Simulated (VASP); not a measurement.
SiC (zinc blende): the mBJ gap over mesh and path against the volume, with the cell scaled uniformly; LDA's own equilibrium is at 10.159 Å³/atom. VASP (PAW), 520 eV cut-off, 12×12×12 Γ-centred mesh, Gaussian smearing of 0.050 eV, potentials Si C. mBJ is a potential without an energy functional, so only the levels count. Fit the value as a straight line in ln V.

```json
[
 {"V (Å³/atom)": "8.94", "mBJ gap over mesh and path (eV)": "2.227"},
 {"V (Å³/atom)": "9.245", "mBJ gap over mesh and path (eV)": "2.257"},
 {"V (Å³/atom)": "9.549", "mBJ gap over mesh and path (eV)": "2.284"},
 {"V (Å³/atom)": "9.854", "mBJ gap over mesh and path (eV)": "2.309"},
 {"V (Å³/atom)": "10.159", "mBJ gap over mesh and path (eV)": "2.332"},
 {"V (Å³/atom)": "10.464", "mBJ gap over mesh and path (eV)": "2.353"}
]
```

Q: Fit the rows as the text says and predict the value at 10.768.

A: The slope against ln V is 0.80 eV, the volume deformation potential of this gap. The line misses the rows by up to 0.002 and gives 2.378 at 10.768. The run gave 2.372, -0.006 from the line.

Left out are failed runs and those whose mesh is unfit for this quantity.

The compound is SiC in the zinc blende structure.
